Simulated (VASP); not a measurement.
```
CELL_PARAMETERS angstrom
      3.91030    -2.13404    -0.02016
      3.91030     2.13404    -0.02016
     -0.16792     0.00000     5.38572
ATOMIC_POSITIONS crystal
  Te 0.73978 0.26022 0.50000
  Se 0.01599 0.75577 0.83696
  Se 0.24423 0.98401 0.16304
```

Computed with HSE06 screened hybrid, VASP's PBE PAW potentials (set 64) (plane waves; VASP). Run with 400 eV cut-off, 4×4×4 Γ-centred mesh, Gaussian smearing of 0.050 eV, potentials Te Se.

Without a dispersion term in the relaxation, distances and binding between the weakly bound layers, chains or molecules are unreliable, and so is what depends on them.

Problem. Which forces act on the atoms, in eV/Å?

Solution. 
| atom | Fx | Fy | Fz |
|---|---|---|---|
| Te1 | 0.000 | -0.548 | 0.000 |
| Se2 | 0.513 | 0.274 | 0.069 |
| Se3 | -0.513 | 0.274 | -0.069 |

Problem. Give the stress tensor in GPa (positive for a compressed cell).

Solution. 
```
-1.45   0.00   0.04
 0.00  -1.86   0.00
 0.04   0.00  -3.70
```
The pressure is its mean diagonal, -2.34 GPa.

The structure comes from a computed database's TeSe2 entry (C2); how it stands against other phases isn't given here. It was relaxed first. The cell's shape comes from a PBE relaxation.
